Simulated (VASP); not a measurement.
# Cu3Te (Pm-3m) in VASP: single point with PBE

Aim: the single point of Cu3Te with PBE.

Everything below comes from runs of VASP 6.6.1. Logs are shortened: lines on timing, memory, paths and dates and some standing lists are left out, and cuts for length are marked.

### Step 1. Starting point

The structure is cubic, space group Pm-3m (No. 221). Conventional cell: a = 3.947 Å, b = 3.947 Å, c = 3.947 Å, α = 90.00°, β = 90.00°, γ = 90.00°. Cu (site symmetry 4/mmm) is surrounded by 8 Cu at 2.79 Å and 4 Te at 2.79 Å. Te (site symmetry m-3m) has 12 Cu at 2.79 Å as nearest neighbours.

The cell comes from a database or a generator and needn't be the stable form of this composition.

### Step 2. Single point, PBE

INCAR reads:

```
SYSTEM = Cu3Te
  PREC = Accurate
  ENCUT = 520
  EDIFF = 1E-6
  ISMEAR = 0
  SIGMA = 0.1
  LREAL = .FALSE.
  LASPH = .TRUE.
  NELM = 100
  ALGO = Fast
  ISIF = 2
  LWAVE = .FALSE.
  LCHARG = .TRUE.
  GGA = PE
  LELF = .TRUE.
  LVHAR = .TRUE.
  NBANDS = 28
```

KPOINTS reads:

```
Automatic mesh
0
G
  10 10 10
  0 0 0
```

POSCAR reads:

```
Cu3Te
1.0
    3.9466620000      0.0000000000      0.0000000000
    0.0000000000      3.9466620000      0.0000000000
    0.0000000000      0.0000000000      3.9466620000
Cu Te
3 1
Direct
    0.0000000000      0.5000000000      0.5000000000
    0.5000000000      0.0000000000      0.5000000000
    0.5000000000      0.5000000000      0.0000000000
    0.0000000000      0.0000000000      0.0000000000
```

Potentials or basis: VASP PAW PBE potentials, release 64 (Cu, Te).

On the command line:

```
cat potpaw_PBE.64/Cu/POTCAR potpaw_PBE.64/Te/POTCAR > POTCAR
mpirun -np 1 vasp_std > vasp.out
```

OUTCAR:

```text
SYSTEM = Cu3Te
   PREC = Accurate
   ENCUT = 520
   EDIFF = 1E-6
   ISMEAR = 0
   LREAL = .FALSE.
   LASPH = .TRUE.
   NELM = 100
   ISIF = 2
   GGA = PE

 ion  position               nearest neighbor table
   1  0.000  0.500  0.500-   2 2.79   3 2.79   4 2.79   3 2.79   4 2.79   2 2.79   4 2.79   4 2.79
                             2 2.79   3 2.79   3 2.79   2 2.79
   2  0.500  0.000  0.500-   1 2.79   3 2.79   4 2.79   3 2.79   4 2.79   1 2.79   3 2.79   3 2.79
                             1 2.79   4 2.79   4 2.79   1 2.79
   3  0.500  0.500  0.000-   1 2.79   2 2.79   4 2.79   1 2.79   2 2.79   2 2.79   4 2.79   2 2.79
                             1 2.79   4 2.79   1 2.79   4 2.79
   4  0.000  0.000  0.000-   1 2.79   2 2.79   3 2.79   1 2.79   2 2.79   1 2.79   3 2.79   1 2.79
                             2 2.79   3 2.79   2 2.79   3 2.79

  LATTYP: Found a simple cubic cell.
 ALAT       =     3.9466620000

  Lattice vectors:

 A1 = (   3.9466620000,   0.0000000000,   0.0000000000)
 A2 = (   0.0000000000,   3.9466620000,   0.0000000000)
 A3 = (   0.0000000000,   0.0000000000,   3.9466620000)

Analysis of symmetry for initial positions (statically):
=====================================================================
 Subroutine PRICEL returns:
 Original cell was already a primitive cell.

 Routine SETGRP: Setting up the symmetry group for a
 simple cubic supercell.

 Subroutine GETGRP returns: Found 48 space group operations
 (whereof 48 operations were pure point group operations)
 out of a pool of 48 trial point group operations.

The static configuration has the point symmetry O_h .

Analysis of symmetry for dynamics (positions and initial velocities):
=====================================================================
 Subroutine PRICEL returns:
 Original cell was already a primitive cell.

 Routine SETGRP: Setting up the symmetry group for a
 simple cubic supercell.

 Subroutine GETGRP returns: Found 48 space group operations
 (whereof 48 operations were pure point group operations)
 out of a pool of 48 trial point group operations.

The dynamic configuration has the point symmetry O_h .

 Subroutine INISYM returns: Found 48 space group operations
 (whereof 48 operations are pure point group operations),
 and found     1 'primitive' translations

----------------------------------------------------------------------------------------

                                     Primitive cell

  volume of cell :      61.4738

  direct lattice vectors                    reciprocal lattice vectors
     3.946662000  0.000000000  0.000000000     0.253378678  0.000000000  0.000000000
     0.000000000  3.946662000  0.000000000     0.000000000  0.253378678  0.000000000
[... 96 lines left out ...]
   ISYM   =      2    0-nonsym 1-usesym 2-fastsym
   POTIM  = 0.5000    time-step for ionic-motion
   TEBEG  =    0.0;   TEEND  =   0.0 temperature during run
   PSTRESS=    0.0 pullay stress
   NELECT =      39.0000    total number of electrons
   NUPDOWN=      -1.0000    fix difference up-down
   EMIN   =  10.00;   EMAX   =-10.00  energy-range for DOS
   EFERMI =   0.00;   METHOD = LEGACY
   ISMEAR =     0;   SIGMA  =   0.10  broadening in eV -4-tet -1-fermi 0-gaus
   EFERMI_NEDOS =   21; number of points for ismear=-14 and -15
   IALGO  =     68    algorithm
   IMIX   =      4    mixing-type and parameters
     AMIX     =   0.40;   BMIX     =  1.00
     AMIX_MAG =   1.60;   BMIX_MAG =  1.00
  volume/ion in A,a.u.               =      15.37       103.71
  Fermi-wavevector in a.u.,A,eV,Ry     =   1.406694  2.658267 26.923062  1.978789
  Thomas-Fermi vector in A             =   2.529029
   LORBIT       =      0    0 simple, 1 ext, 2 COOP (PROOUT), +10 PAW based schemes
   GGA     = PE    functional components
   LHFCALC =     F    Hartree Fock is set to
   AEXX    =    0.0000 exact exchange contribution
   IVDW    =     0    specifies the selected vdW correction
   LEPSILON=     F    determine dielectric tensor
   LRPA    =     F    only Hartree local field effects (RPA)
 non-spin polarized calculation
 RMM-DIIS sequential band-by-band and
 Gauss-broadening in eV      SIGMA  =   0.10
  energy-cutoff  :      520.00
  volume of cell :       61.47
 maximum number of plane-waves:      1683
 NGX is ok and might be reduce to    30
   NGX = 15   NGY = 15   NGZ = 15

 number of electron      39.0000098 magnetization

 Free energy of the ion-electron system (eV)
  ---------------------------------------------------
  ext. energy  EPLUGINS =         0.00000000
  ---------------------------------------------------
  free energy    TOTEN  =       -13.72840977 eV

  energy without entropy =      -13.72194653  energy(sigma->0) =      -13.72517815

 E-fermi :   8.8925     XC(G=0): -11.7906

 val. band max:        8.8843817789   @ k =   0.3000   0.3000   0.1000
 cond. band min:       8.9247233418   @ k =   0.4000   0.3000   0.0000
 fundamental gap:      0.0403415629
 Fermi energy:         8.8924526999

 k-point     1 :       0.0000    0.0000    0.0000
  band No.  band energies     occupation
      1      -5.0862      2.00000
      2       3.7834      2.00000
      3       4.5831      2.00000
      4       4.5831      2.00000
      5       4.8939      2.00000
      6       4.8939      2.00000
[... 733 lines left out ...]
     27      16.0603      0.00000
     28      17.7191      0.00000

 [... further k-points ...]

------------------------ aborting loop because EDIFF is reached ----------------------------------------

  FORCE on cell =-STRESS in cart. coord.  units (eV):
  Direction    XX          YY          ZZ          XY          YZ          ZX
  --------------------------------------------------------------------------------------
  -------------------------------------------------------------------------------------
  Total        0.5736877      0.5736877      0.5736877      0.0000000     -0.0000000      0.0000000
  in kB       14.9518984     14.9518984     14.9518984      0.0000000     -0.0000000      0.0000000
  external PRESSURE =      14.9518984 kB  Pullay stress =       0.0000000 kB

 VOLUME and BASIS-vectors are now :
 -----------------------------------------------------------------------------
  energy-cutoff  :      520.00
  volume of cell :       61.47
      direct lattice vectors                 reciprocal lattice vectors
     3.946662000  0.000000000  0.000000000     0.253378678  0.000000000  0.000000000
     0.000000000  3.946662000  0.000000000     0.000000000  0.253378678  0.000000000
     0.000000000  0.000000000  3.946662000     0.000000000  0.000000000  0.253378678

 POSITION                                       TOTAL-FORCE (eV/Angst)
 -----------------------------------------------------------------------------------
      0.00000      1.97333      1.97333         0.000000      0.000000      0.000000
      1.97333      0.00000      1.97333         0.000000      0.000000      0.000000
      1.97333      1.97333      0.00000         0.000000      0.000000      0.000000
      0.00000      0.00000      0.00000         0.000000      0.000000      0.000000
 -----------------------------------------------------------------------------------
    total drift:                               -0.000000      0.000000     -0.000000

  FREE ENERGIE OF THE ION-ELECTRON SYSTEM (eV)
  ---------------------------------------------------
  free  energy   TOTEN  =       -13.7284097707 eV

  energy  without entropy=      -13.7219465264  energy(sigma->0) =      -13.72517815
```

OSZICAR:

```text
N       E                     dE             d eps       ncg     rms          rms(c)
DAV:   1     0.289187375956E+03    0.28919E+03   -0.16493E+04  3160   0.200E+03
DAV:   2     0.821462794474E+01   -0.28097E+03   -0.27067E+03  3136   0.360E+02
[... 12 lines left out ...]
RMM:  15    -0.137284047002E+02   -0.11514E-04   -0.27243E-04  3935   0.957E-02    0.131E-02
RMM:  16    -0.137284084549E+02   -0.37547E-05   -0.33926E-05  3817   0.527E-02    0.133E-02
RMM:  17    -0.137284099428E+02   -0.14879E-05   -0.10705E-05  2999   0.202E-02    0.146E-02
RMM:  18    -0.137284090576E+02    0.88530E-06   -0.13953E-05  3435   0.481E-02    0.105E-02
RMM:  19    -0.137284106180E+02   -0.15605E-05   -0.52035E-06  2888   0.247E-02    0.124E-02
RMM:  20    -0.137284097707E+02    0.84736E-06   -0.12659E-06  1887   0.153E-02
   1 F= -.13728410E+02 E0= -.13725178E+02  d E =-.646324E-02
```

Wall time 74 s (1 thread of Intel Xeon Platinum 8559C (Emerald Rapids), shared host); peak memory 0.22 GiB.

Results:

| Quantity | Value |
| --- | --- |
| Free energy | -13.7284 eV |
| Pressure | 1.5 GPa |
| Band gap on the k mesh | none (metal or under the smearing width) |

Levels at points of the mesh, in eV from the Fermi level:
```csv
k point,band 16,band 17,band 18,band 19,band 20,band 21,band 22,band 23,band 24,band 25
"(0.00, 0.00, 0.00)",-2.35,-2.20,-2.20,-2.20,-1.22,2.65,2.65,6.05,6.05,6.05
"(0.50, 0.00, 0.00)",-2.53,-2.20,-0.46,-0.46,-0.10,2.68,2.68,3.05,3.36,4.65
"(0.50, 0.50, 0.00)",-2.80,-2.69,-1.94,-1.94,0.79,2.45,4.75,4.75,4.97,4.97
"(0.50, 0.50, 0.50)",-2.48,-2.31,-2.31,-2.31,-1.52,0.44,0.44,0.44,10.74,10.74
```

Spin-orbit coupling is left out, which matters for the levels of Te.
